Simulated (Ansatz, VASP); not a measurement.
# GeMo in two plane-wave programs

One calculation is typed for both programs; each brings its own data sets and cutoff. How far apart do they land? The cell is invented: As first built, before any earlier steps moved the atoms (in the runner's words): it takes the TiMo structure with some of its atoms replaced by other elements, volume scaled by an estimate. It may not be a known or stable phase. The cell is taken from a series of VASP runs on this material, whose earlier steps may have relaxed, scaled or displaced it; both programs get it as it stands.

Program: Ansatz 0.2.0. Level of theory: plane waves, with VASP 6.6.1 beside it; band structure at RPBE and band structure at PBE, spin-orbit coupling. Results are calculated unless marked as measured.

**1. Set-up**

The structure is orthorhombic, space group Cmmm (No. 65). The conventional cell has a = 3.204 Å, b = 4.755 Å, c = 4.131 Å, α = 90.00°, β = 90.00°, γ = 90.00°. Mo has 4 Ge at 2.61 Å and 4 Mo at 2.87 Å nearest. Nearest to Ge lie 4 Mo at 2.61 Å and 4 Ge at 2.87 Å. As first built, before any earlier steps moved the atoms (in the runner's words): sites of the TiMo structure (space group 65) filled with other elements, volume scaled by an estimate. Farther neighbours are not listed.

As a file:

```
Mo Ge
1.0
     1.60195   -2.37731    0.00000
     1.60195    2.37731    0.00000
     0.00000    0.00000    4.13134
Mo Ge
1 1
Direct
  0.00000 0.00000 0.00000
  0.50000 0.50000 0.50000
```

**2. VASP: band structure, RPBE**

With cell and atoms fixed, the geometry can't cause a difference; cores, projectors, grids and the points listed under the comparison can.

Lines of VASP's logs that name or quote its potential files are left out, and so is its time.

File INCAR:

```
SYSTEM = GeMo
PREC = Accurate
ENCUT = 410
EDIFF = 1E-06
NELM = 100
ISMEAR = 0
SIGMA = 0.02
LREAL = .FALSE.
ALGO = Normal
GGA = RP
NBANDS = 26
LORBIT = 11
LWAVE = .FALSE.
LCHARG = .FALSE.
KPAR = 4
```

File POSCAR:

```
GeMo
1.0
    1.6019480164     -2.3773060662      0.0000000000
    1.6019480164      2.3773060662      0.0000000000
    0.0000000000      0.0000000000      4.1313414296
Mo Ge
1 1
Direct
    0.0000000000      0.0000000000      0.0000000000
    0.5000000000      0.5000000000      0.5000000000
```

File KPOINTS:

```
Automatic mesh
0
Gamma
5 5 4
0 0 0
```

File KPOINTS_OPT:

```
Line mode
16
Line-mode
Reciprocal
  0.00000000   0.00000000   0.00000000 GAMMA
  0.36351850   0.36351850   0.00000000 X

  0.36351850   0.36351850   0.00000000 X
  0.00000000   0.50000000   0.00000000 S

  0.00000000   0.50000000   0.00000000 S
  0.00000000   0.50000000   0.50000000 R

  0.00000000   0.50000000   0.50000000 R
  0.36351850   0.36351850   0.50000000 A

  0.36351850   0.36351850   0.50000000 A
  0.00000000   0.00000000   0.50000000 Z

  0.00000000   0.00000000   0.50000000 Z
  0.00000000   0.00000000   0.00000000 GAMMA

  0.00000000   0.00000000   0.00000000 GAMMA
 -0.50000000   0.50000000   0.00000000 Y

 -0.50000000   0.50000000   0.00000000 Y
 -0.36351850   0.63648150   0.00000000 X1

 -0.36351850   0.63648150   0.00000000 X1
 -0.36351850   0.63648150   0.50000000 A1

 -0.36351850   0.63648150   0.50000000 A1
 -0.50000000   0.50000000   0.50000000 T

 -0.50000000   0.50000000   0.50000000 T
 -0.50000000   0.50000000   0.00000000 Y

  0.00000000   0.00000000   0.50000000 Z
 -0.50000000   0.50000000   0.50000000 T
```

The projector-augmented-wave data sets are Mo_sv and Ge_d (PBE family, release 64).

Run with:

```bash
$ mpirun -np 4 vasp_std
```

Numbers of over 12 decimals in the logs are rounded to 6 here.

The program printed:

```text
[banner, memory and clock lines left out]
running    4 mpi-ranks, on    1 nodes
 distrk:  each k-point on    1 cores,    4 groups
 distr:  one band on    1 cores,    1 groups

 POSCAR found type information on POSCAR MoGe
 POSCAR found :  2 types and       2 ions
|                                                                             |
|               ----> ADVICE to this user running VASP <----                  |
|                                                                             |
|     You enforced a specific xc type in the INCAR file but a different       |
|     [... a line on the potential file left out ...]
|     I HOPE YOU KNOW WHAT YOU ARE DOING!                                     |
|                                                                             |

 LDA part: xc-table for (Slater+PW92), standard interpolation
 POSCAR, INCAR and KPOINTS ok, starting setup
 FFT: planning ... GRIDC
 FFT: planning ... GRID_SOFT
 FFT: planning ... GRID
 WAVECAR not read
 entering main loop
       N       E                     dE             d eps       ncg     rms          rms(c)
DAV:   1     0.191432472230E+03    0.19143E+03   -0.12016E+04  1846   0.219E+03
DAV:   2     0.176521102443E+01   -0.18967E+03   -0.17863E+03  1492   0.483E+02
DAV:   3    -0.145478618054E+02   -0.16313E+02   -0.16083E+02  1558   0.890E+01
DAV:   4    -0.148277759978E+02   -0.27991E+00   -0.27931E+00  1556   0.121E+01
DAV:   5    -0.148304139513E+02   -0.26380E-02   -0.26378E-02  1616   0.129E+00    0.133E+01
DAV:   6    -0.143114743896E+02    0.51894E+00   -0.12737E+00  1522   0.780E+00    0.347E+00
DAV:   7    -0.142461996530E+02    0.65275E-01   -0.11368E-01  1842   0.359E+00    0.206E+00
DAV:   8    -0.142301128831E+02    0.16087E-01   -0.29008E-02  1762   0.146E+00    0.324E-01
DAV:   9    -0.142294323115E+02    0.68057E-03   -0.23846E-03  1794   0.611E-01    0.926E-02
DAV:  10    -0.142294567042E+02   -0.24393E-04   -0.88006E-05  1504   0.758E-02    0.470E-02
DAV:  11    -0.142294585189E+02   -0.18147E-05   -0.29582E-05  1938   0.762E-02    0.944E-03
DAV:  12    -0.142294587011E+02   -0.18223E-06   -0.95333E-07  1128   0.963E-03
   1 F= -.14229459E+02 E0= -.14229311E+02  d E =-.294605E-03
 Start KPOINTS_OPT (optional k-point list driver)
k-point batch [1-27\192]
       N       E                     dE             ncg
DAV:   1    -0.307875844892E+04   -0.24523E+05     1828
DAV:   2    -0.822668895287E+04   -0.51479E+04     1500
DAV:   3    -0.864935697342E+04   -0.42267E+03     1564
DAV:   4    -0.865640866512E+04   -0.70517E+01     1554
DAV:   5    -0.865647445661E+04   -0.65791E-01     1564
DAV:   6    -0.865647570614E+04   -0.12495E-02     1580
DAV:   7    -0.865647573821E+04   -0.32063E-04     1586
DAV:   8    -0.865647573903E+04   -0.82564E-06     1098
[...]
k-point batch [190-192\192]
       N       E                     dE             ncg
DAV:   1     0.216330239465E+05   -0.39858E+04      208
DAV:   2     0.210778565456E+05   -0.55517E+03      174
DAV:   3     0.210331745622E+05   -0.44682E+02      178
DAV:   4     0.210324415799E+05   -0.73298E+00      160
DAV:   5     0.210324332695E+05   -0.83104E-02      184
DAV:   6     0.210324331076E+05   -0.16187E-03      164
DAV:   7     0.210324331035E+05   -0.41077E-05      192
DAV:   8     0.210324331034E+05   -0.11210E-06      110
```

From OUTCAR (step 2):

```text
ion  position               nearest neighbor table
   1  0.000  0.000  0.000-   2 2.61   2 2.61   2 2.61   2 2.61   2 3.15   2 3.15   2 3.15   2 3.15

  LATTYP: Found a base centered orthorhombic cell.
 ALAT       =     3.2038960328
 B/A-ratio  =     1.4840094946
 C/A-ratio  =     1.2894742486

 Subroutine GETGRP returns: Found  8 space group operations
 (whereof  8 operations were pure point group operations)

The static configuration has the point symmetry D_2h.

 Found     27 irreducible k-points:

   k-points           NKPTS =     27   k-points in BZ     NKDIM =     27   number of bands    NBANDS=     26

   dimension x,y,z NGX =    20 NGY =   20 NGZ =   28
   dimension x,y,z NGXF=    40 NGYF=   40 NGZF=   56

   ENCUT  =  410.0 eV  30.13 Ry    5.49 a.u.   4.73  4.73  6.82*2*pi/ulx,y,z

   NELECT =      28.0000    total number of electrons

 k-points in reciprocal lattice and weights: Automatic mesh
   0.00000000  0.00000000  0.00000000       0.010
   0.20000000 -0.00000000  0.00000000       0.040
   0.40000000  0.00000000  0.00000000       0.040
   0.20000000  0.20000000  0.00000000       0.020
   0.40000000  0.20000000  0.00000000       0.040
  -0.40000000  0.20000000  0.00000000       0.040
  -0.20000000  0.20000000  0.00000000       0.020
   0.40000000  0.40000000  0.00000000       0.020
  -0.40000000  0.40000000  0.00000000       0.020
[...]
0.40000000  0.40000000  0.50000000       0.020
  -0.40000000  0.40000000  0.50000000       0.020

 average (electrostatic) potential at core
       1 -71.0242       2 -68.8897

 E-fermi :  10.9168

 k-point     1 :       0.0000    0.0000    0.0000
  band No.  band energies     occupation
    ...
      9     -13.9824      2.00000
     10      -1.8659      2.00000
     11       6.7243      2.00000
     12       8.3203      2.00000
     13       8.7720      2.00000
     14      11.0797      0.00000
     15      11.4285      0.00000
     16      12.3935      0.00000
     17      16.1061      0.00000
     18      16.8748      0.00000
    ...

 k-point     2 :       0.2000   -0.0000    0.0000
  band No.  band energies     occupation
    ...
      9     -13.9737      2.00000
     10      -0.9768      2.00000
     11       7.2993      2.00000
     12       7.4469      2.00000
     13       8.4508      2.00000
     14      11.3313      0.00000
     15      11.9207      0.00000
     16      13.0963      0.00000
     17      13.1710      0.00000
     18      16.3945      0.00000
    ...

 k-point     3 :       0.4000    0.0000    0.0000
  band No.  band energies     occupation
    ...
      9     -13.9418      2.00000
     10       1.5229      2.00000
     11       5.5985      2.00000
     12       6.2517      2.00000
     13       7.4118      2.00000
     14      11.5260      0.00000
     15      12.5001      0.00000
     16      13.6886      0.00000
     17      15.6734      0.00000
     18      15.8545      0.00000
    ...

  Total        1.2060954     -0.6611352      0.6170594     -0.0000000      0.0000000      0.0000000
  in kB       61.4097924    -33.6624903     31.4183205     -0.0000000      0.0000000      0.0000000
  external PRESSURE =      19.7218742 kB  Pullay stress =       0.0000000 kB

  energy-cutoff  :      410.00
  volume of cell :       31.47
      direct lattice vectors                 reciprocal lattice vectors
     1.601948016 -2.377306066  0.000000000     0.312119991 -0.210322098  0.000000000
     1.601948016  2.377306066  0.000000000     0.312119991  0.210322098  0.000000000
     0.000000000  0.000000000  4.131341430     0.000000000  0.000000000  0.242052132

 POSITION                                       TOTAL-FORCE (eV/Angst)
 -----------------------------------------------------------------------------------
      0.00000      0.00000      0.00000        -0.000000      0.000000      0.000000
      1.60195      0.00000      2.06567         0.000000      0.000000      0.000000
 -----------------------------------------------------------------------------------
    total drift:                                0.000000      0.000000      0.000000

  FREE ENERGIE OF THE ION-ELECTRON SYSTEM (eV)
  ---------------------------------------------------
  free  energy   TOTEN  =       -14.2294587011 eV

  energy  without entropy=      -14.2291640962  energy(sigma->0) =      -14.22931140

 total charge
# of ion       s       p       d       tot
------------------------------------------
    1        2.287   6.148   4.014  12.449
    2        1.150   1.175  10.090  12.415
--------------------------------------------------
tot          3.437   7.323  14.105  24.865

[... 3 further parts left out ...]
```

Spin-orbit coupling is off here; it would split degenerate levels.

**3. Ansatz: band structure, RPBE**

Ansatz runs on its default PAW (the set named soft_2) files.

The same cell, functional, mesh and smearing now go to Ansatz, which takes its cutoff from its data sets.

File input.yaml:

```yaml
crystal:
  lattice:
    - [1.6019480164, -2.3773060662, 0.0]
    - [1.6019480164, 2.3773060662, 0.0]
    - [0.0, 0.0, 4.1313414296]
  atoms:
    - { symbol: Mo, position: [0.0, 0.0, 0.0] }
    - { symbol: Ge, position: [0.5, 0.5, 0.5] }
hamiltonian:
  xc: rpbe
  pseudopotentials: { kind: paw }
kpoints:
  mp_grid: { grid: [5, 5, 4] }
  band_path:
    path:
      - [0.0, 0.0, 0.0]
      - [0.14541, 0.14541, 0.0]
      - [0.31505, 0.31505, 0.0]
      - [0.29081, 0.39081, 0.0]
      - [0.12117, 0.45451, 0.0]
      - [0.0, 0.5, 0.0]
      - [0.0, 0.5, 0.23333]
      - [0.0, 0.5, 0.46667]
      - [0.09694, 0.4636, 0.5]
      - [0.26658, 0.39991, 0.5]
      - [0.33928, 0.33928, 0.5]
      - [0.16964, 0.16964, 0.5]
      - [0.0, 0.0, 0.5]
      - [0.0, 0.0, 0.33333]
      - [0.0, 0.0, 0.1]
      - [-0.06667, 0.06667, 0.0]
      - [-0.3, 0.3, 0.0]
      - [-0.5, 0.5, 0.0]
      - [-0.44541, 0.55459, 0.0]
      - [-0.38172, 0.61828, 0.0]
      - [-0.36352, 0.63648, 0.1]
      - [-0.36352, 0.63648, 0.33333]
      - [-0.36352, 0.63648, 0.5]
      - [-0.42721, 0.57279, 0.5]
      - [-0.4909, 0.5091, 0.5]
      - [-0.5, 0.5, 0.36667]
      - [-0.5, 0.5, 0.13333]
      - [-0.03333, 0.03333, 0.5]
      - [-0.26667, 0.26667, 0.5]
      - [-0.5, 0.5, 0.5]
    npoints: 1
scf:
  occupations: { method: gaussian, width: 0.02 }
  n_extra_bands: 7
output:
  forces: true
  stress: true
  eigenvalues: true
```

Run with:

```bash
$ ansatz run input.yaml --threads 2 --pin off --max-ram 4608MiB --backend cpu --events-out ev --progress --plain --runs-dir out
```

The program printed:

```text
scf.n_extra_bands = 7 over 14 filled bands (N_el = 28.0): the run solves 21 bands
Engine: ansatz 0.2.0, x86_64-unknown-linux-gnu
Pseudopotentials: kind: paw
Pseudopotential: Mo, paw, valence charge 14, recommended cutoff 420 eV (normal), Mo.paw.azcp
Pseudopotential: Ge, paw, valence charge 14, recommended cutoff 420 eV (normal), Ge.paw.azcp
Functional definition: RPBE
  parameter kappa = 0.804
  parameter beta = 0.066725
  exchange = rpbe_x(kappa = kappa, mu = beta*pi^2/3)
  correlation = pbe_c(beta = beta)
Crystal: 2 atoms, lattice volume = 31.467 Å³
Basis set: ecut = 420 eV, 615 PW (Γ), exchange–correlation on 40×40×60 points (8 copies of the dense FFT grid, shifted against one another)
Bands: 21, of which v1, the nominal top of the filled ones, is band 14 counted from 1 (13 counted from 0)
Symmetry: 8 space group operations
Space group: Cmmm (ITA 65), of the structure as read, at distance tolerance 3.2e-5 Å
k-points: 27 of 100
Non-local potential: Mo, projectors of the file, l = 0: 3, l = 1: 2, l = 2: 2, l = 3: 1
Non-local potential: Ge, projectors of the file, l = 0: 2, l = 1: 2, l = 2: 3, l = 3: 1
PAW form: soft (Blöchl's): semilocal exchange-correlation on the pseudo side does not see the compensation charge
PAW frozen core: Mo, regenerated for the run's functional, and the local potential with it (the file was generated under x = pbe(κ = 0.804, μ = 0.219515), c = pbe(β = 0.066725))
PAW frozen core: Ge, regenerated for the run's functional, and the local potential with it (the file was generated under x = pbe(κ = 0.804, μ = 0.219515), c = pbe(β = 0.066725))
PAW one-centre angular grid: Mo, 590 points (default); XC on 64 Gauss nodes
PAW one-centre angular grid: Ge, 590 points (default); XC on 64 Gauss nodes
Initial density: superposition of atomic densities (neutral atoms: chi_scale 0, normalization atom), corrected by the library's trained network
Initial wavefunctions: pseudopotential atomic-orbital guess
Functional: x = rpbe, c = pbe(β = 0.066725)
SCF iter   1: F=—  HF=-9263.442650 eV  |F-HF|=—  |Δ(HF+E_count)|=         —  Δρ=8.94e-3  dr2=1.64e-2  ethr=1.77e-3  ⟨swp⟩=5.9  Hψ=2638  notcnv=0
preconditioner: auto → none  [insulator: Δε(μ)=0.049 eV  Ē_g=20.267 eV  σ=0.020 eV  W_gap=0.50  n_scr=8 (ndim 8)  ℏωp=29.6 eV  f_vac=0.000  D(μ)=1.14/eV (n_scr^D=6)  ε∞_Penn≈3.1]
SCF iter   2: F=—  HF=-9263.439175 eV  |F-HF|=—  |Δ(HF+E_count)|=   3.48e-3  Δρ=3.17e-3  dr2=1.84e-3  ethr=5.85e-5  ⟨swp⟩=2.3  Hψ=1035  notcnv=0  defer=52
SCF iter   3: F=—  HF=-9263.439076 eV  |F-HF|=—  |Δ(HF+E_count)|=   9.85e-5  Δρ=9.54e-4  dr2=1.23e-4  ethr=6.58e-6  ⟨swp⟩=1.4  Hψ=544  notcnv=0  defer=52
SCF iter   4: F=—  HF=-9263.439090 eV  |F-HF|=—  |Δ(HF+E_count)|=   1.35e-5  Δρ=1.46e-4  dr2=2.06e-6  ethr=4.38e-7  ⟨swp⟩=2.6  Hψ=801  notcnv=0  defer=52
SCF iter   5: F=—  HF=-9263.439082 eV  |F-HF|=—  |Δ(HF+E_count)|=   7.82e-6  Δρ=3.08e-5  dr2=1.52e-7  ethr=7.36e-9  ⟨swp⟩=2.1  Hψ=768  notcnv=0  defer=52
SCF iter   6: F=-9263.439082 eV  HF=-9263.439082 eV  |F-HF|=4.65e-9  |Δ(HF+E_count)|=   2.63e-8  Δρ=7.30e-6  dr2=4.00e-9  ethr=3.57e-10  ⟨swp⟩=7.1  Hψ=2228  notcnv=0
SCF 1 converged in 6 iterations: F = -9263.439082 eV  dr2 = 4.00e-9
  greatest PAW one-centre occupation: 0.998 electrons in one spin orbital (limit 2), on the Ge atom at site 1 (counted from 0), in its partial waves of l = 2
NSCF: frozen V_eff on 30 k-points
SCF converged after 6 iterations
Free energy (F): -9263.439082 eV
Harris-Foulkes:  -9263.439082 eV  (|F-HF|=4.65e-9)
Internal energy: -9263.438805 eV  (E = F + TS)
E sigma→0 (E₀):  -9263.438943 eV
Entropy (-TS):   -0.000277 eV (-0.139 meV/atom)
Fermi energy:    17.732577 eV
--- Per-component energies (eV) ---
  E_band       = -128.573644
  E_kinetic    = 553.761346
  E_local      = -2779.988537  (includes V_loc(G=0)·N_el)
  E_nonlocal   = 560.889273
  E_hartree    = 1142.729370
  E_xc         = -259.917640
  E_vxc        = -294.348844  (∫ρ·V_xc dr)
  E_paw        = -5233.502196  (= ΣΔE_a)
  E_vpaw       = -454.345913  (= ΣTr[D̂ρ^β])
  E_aug_tail   = 0.000339  (compensation charges beyond the density's cutoff)
  E_ewald      = -3247.137770
  E_core_change = -0.272989  (= ΣΔE_core)
  E_smearing   = -0.000277  (= −TS)
  E_closure    = -0.000000  (closes the sum)
  Σ components = -9263.439082   (vs F -9263.439082, Δ=0.00e0)
--- Forces (eV/Å), atoms counted from 1 ---
  atom   1  Mo     0.00000000     0.00000000     0.00000000
  atom   2  Ge     0.00000000     0.00000000     0.00000000
  max |Σ_I F_I| component: 6.31e-30 eV/Å
--- Stress (GPa, compression-positive) ---
        6.481974       0.000000       0.000000
        0.000000      -2.932891       0.000000
        0.000000       0.000000       3.399872
  P = ⅓ Tr σ = 2.3163 GPa (23.163 kbar)
--- Band table (eV; the first three rows and the last of 27) ---
  k-point 0: bands = [... 10 lower, 13.5434, 15.1379, 15.5892, 17.9036, 18.2440, 19.2130, 22.9172, 23.6949, ... 3 higher]
  k-point 1: bands = [... 10 lower, 12.0027, 15.4249, 15.6180, 17.6604, 17.9512, 19.0908, 24.9052, 25.2328, ... 3 higher]
  k-point 2: bands = [... 10 lower, 10.5987, 15.5888, 15.6474, 17.2135, 17.9841, 18.9751, 25.9257, 26.6986, ... 3 higher]
  k-point 26: bands = [... 10 lower, 12.5105, 13.7708, 15.1998, 17.1006, 18.4087, 19.9682, 20.1182, 23.7166, ... 3 higher]
```

The job ended after 1.7 s (2 threads of AMD EPYC 7R43, shared host; peak memory 0.35 GiB; 2.7 s of CPU time).

**4. Side by side**

Known differences besides the potentials themselves: the cutoff is 420 eV in Ansatz and 410 eV in VASP; Ansatz makes its cores anew for this functional, VASP keeps those of its PBE data sets; VASP leaves aspherical gradient terms in its spheres out (LASPH is not set), Ansatz keeps them. Total energies have different zeros and are not compared.

The two programs side by side:

| quantity | Ansatz | VASP | difference |
| --- | --- | --- | --- |
| pressure (GPa) | 2.32 | 1.97 | +0.34 |
| pressure without Ansatz's Pulay correction (GPa) | 2.27 | 1.97 | +0.29 |

Levels from 3 eV below to 2 eV above the Fermi level differ by 4 meV r.m.s. and 10 meV at most; each VASP level is matched to the nearest of Ansatz, which flatters the figure a little. Ansatz's pressure holds a Pulay correction of 0.05 GPa; VASP's holds none.

**5. Ansatz: band structure, PBE, spin-orbit coupling**

A single point gives forces, pressure and levels at one fixed geometry, so differences don't come from the geometry; what else differs is listed under the comparison.

The cell is taken from a series of VASP runs on this material, whose earlier steps may have relaxed, scaled or displaced it; both programs get it as it stands.

Changes to input.yaml since step 3:

```diff
@@ -9,6 +9,9 @@
 hamiltonian:
-  xc: rpbe
-  pseudopotentials: { kind: paw }
+  xc: pbe
+  pseudopotentials: { kind: paw_fr }
+magnetization:
+  noncollinear: true
+  spin_orbit: true
 kpoints:
-  mp_grid: { grid: [5, 5, 4] }
+  mp_grid: { grid: [7, 7, 5] }
   band_path:
@@ -48,3 +51,3 @@
   occupations: { method: gaussian, width: 0.02 }
-  n_extra_bands: 7
+  n_extra_bands: 14
 output:
@@ -53 +56,5 @@
   eigenvalues: true
+  write_density: true
+  write_potential: true
+  elf: true
+  volumetric_format: npy
```

The program printed:

```text
[...]
non-collinear run that drives no moment, with spin-orbit: no starting moment large enough to seed its density (crystal.atoms[].spin), no starting occupations that ask for one, no magnetisation constraint and no magnetic field, so the semilocal B_xc is pinned to zero
Crystal: 2 atoms, lattice volume = 31.467 Å³
[...]
k-point 1: bands = [... 24 lower, 15.4756, 15.4756, 17.6978, 17.6978, 17.8250, 17.8250, 19.0269, 19.0269, ... 10 higher]
  k-point 2: bands = [... 24 lower, 15.5091, 15.5091, 17.1847, 17.1847, 17.8476, 17.8476, 18.8970, 18.8970, ... 10 higher]
  k-point 47: bands = [... 24 lower, 15.1180, 15.1180, 17.0869, 17.0869, 18.1858, 18.1858, 20.3299, 20.3299, ... 10 higher]
[key lines of the parts left out:]
SCF converged after 8 iterations
Magnetization: |M| = 0.0000 μB,  M = (+0.0000, +0.0000, +0.0000) μB
Free energy (F): -9251.880781 eV
Fermi energy:    17.676539 eV
P = ⅓ Tr σ = 0.5133 GPa (5.133 kbar)
```

It took 11 s on 2 threads; peak memory 0.54 GiB; 21 s of CPU time.

(Part 1 of 2 ends here.)

[Lines on the potential files, build, host, timing and source positions are cut from VASP's logs without a mark.]

[Logs are printed without paths, hosts, clocks, repeated set-up lines and the standing remarks that a program may print on its own settings, such as how far it seeks lower states.]

[Hosts, paths, dates, database ids (printed as entryN), source tags and the programs' standing remarks are cut or masked in the printed files.]
